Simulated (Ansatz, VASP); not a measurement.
## NiMoIrPdW in VASP and in Ansatz

Contents of INCAR:

```
ALGO = Normal
EDIFF = 1E-7
ENCUT = 520
GGA = PE
ISIF = 2
ISMEAR = -1
ISPIN = 2
KPAR = 4
LASPH = T
LCHARG = F
LMAXMIX = 4
LORBIT = 11
LREAL = F
LWAVE = F
MAGMOM = 1 1 0 0.6 0
NELM = 100
PREC = Accurate
SIGMA = 0.05
```

The input KPOINTS:

```
k-points
0
Gamma
  13 13 13
```

The input POSCAR:

```
NiMoIrPdW
1.0
   -1.3700400000      1.3700400000      9.7164700000
    1.3700400000     -1.3700400000      9.7164700000
    1.3700400000      1.3700400000     -9.7164700000
Ni Mo Pd Ir W
1 1 1 1 1
Direct
    0.1986200000      0.1986200000      0.0000000000
    0.6092200000      0.6092200000      0.0000000000
    0.7931000000      0.7931000000      0.0000000000
    0.3994400000      0.3994400000      0.0000000000
    0.9956500000      0.9956500000      0.0000000000
```

Contents of KPOINTS_OPT:

```
path GXYSGZS1NPY1Z,XP
10
line-mode
reciprocal
 0.0000000000  0.0000000000  0.0000000000  G
-0.5000000000  0.5000000000  0.0000000000  X

-0.5000000000  0.5000000000  0.0000000000  X
-0.5000000000  0.5000000000 -0.0099407573  Y

-0.5000000000  0.5000000000 -0.0099407573  Y
-0.2549703786  0.2549703786 -0.2549703786  S

-0.2549703786  0.2549703786 -0.2549703786  S
 0.0000000000  0.0000000000  0.0000000000  G

 0.0000000000  0.0000000000  0.0000000000  G
 0.5000000000  0.5000000000 -0.5000000000  Z

 0.5000000000  0.5000000000 -0.5000000000  Z
 0.2549703786  0.7450296214 -0.7450296214  S1

 0.2549703786  0.7450296214 -0.7450296214  S1
 0.0000000000  0.5000000000 -0.5000000000  N

 0.0000000000  0.5000000000 -0.5000000000  N
-0.2500000000  0.7500000000 -0.2500000000  P

-0.2500000000  0.7500000000 -0.2500000000  P
 0.0099407573  0.9900592427 -0.5000000000  Y1

 0.0099407573  0.9900592427 -0.5000000000  Y1
 0.5000000000  0.5000000000 -0.5000000000  Z

-0.5000000000  0.5000000000  0.0000000000  X
-0.2500000000  0.7500000000 -0.2500000000  P
```

File input.yaml:

```yaml
crystal:
  lattice:
    - [-1.37004, 1.37004, 9.71647]
    - [1.37004, -1.37004, 9.71647]
    - [1.37004, 1.37004, -9.71647]
  atoms:
    - { symbol: Ni, position: [0.19862, 0.19862, 0.0], spin: 1.0 }
    - { symbol: Mo, position: [0.60922, 0.60922, 0.0], spin: 1.0 }
    - { symbol: Pd, position: [0.7931, 0.7931, 0.0] }
    - { symbol: Ir, position: [0.39944, 0.39944, 0.0], spin: 0.6 }
    - { symbol: W, position: [0.99565, 0.99565, 0.0] }
hamiltonian:
  xc: pbe
  pseudopotentials: { kind: paw }
magnetization:
  spin_polarized: true
kpoints:
  mp_grid: { grid: [13, 13, 13] }
  band_path:
    path:
      - [[0.0, 0.0, 0.0], [-0.5, 0.5, 0.0], [-0.5, 0.5, -0.0099407573], [-0.2549703786, 0.2549703786, -0.2549703786], [0.0, 0.0, 0.0], [0.5, 0.5, -0.5], [0.2549703786, 0.7450296214, -0.7450296214], [0.0, 0.5, -0.5], [-0.25, 0.75, -0.25], [0.0099407573, 0.9900592427, -0.5], [0.5, 0.5, -0.5]]
      - [[-0.5, 0.5, 0.0], [-0.25, 0.75, -0.25]]
    npoints: 14
scf:
  occupations: { method: fermi_dirac, width: 0.05 }
  n_extra_bands: 12
output:
  forces: true
  stress: true
  eigenvalues: true
  fatbands: false
```

The cell was built by a generator and needn't be a form met in nature.

Alike in both runs: task band structure; functional PBE; k mesh 13 × 13 × 13; occupations fermi-dirac, width 0.05 eV; collinear spin, ferromagnetic start.

|  | VASP | Ansatz |
| --- | --- | --- |
| version | VASP 6.6.1 | Ansatz 0.2.0 |
| potentials or method | VASP PAW PBE potentials, release 64 (Ni, Mo_sv, Pd, Ir, W_sv) | Ansatz PAW |
| plane-wave cutoff (eV) | 520 | 420 |
| valence electrons in the cell | 57 | 81 |

Ansatz gave:

- gap on the k mesh at the Fermi level (eV): none
- pressure (GPa): 0.0
- largest component of the traceless stress (GPa): 0.08
- rms of the force components (eV/Å): 0.010
- net moment per atom (μB): 0.00

Task: What did VASP give for the same quantities?

Result: gap on the k mesh at the Fermi level (eV): none; pressure (GPa): 0.3; largest component of the traceless stress (GPa): 0.05; rms of the force components (eV/Å): 0.023; net moment per atom (μB): 0.00.

Atom by atom the forces differ by 0.020 eV/Å (rms over components). A gap of «none» marks a metal or a gap that the smearing closes. With one functional, cell and mesh, what is left measures potentials, basis and numerics. The two sets of potentials don't hold the same shells in valence.

Caveats: spin-orbit coupling is left out, which moves the levels of the heavy elements; the starting moments weren't kept (Ansatz).
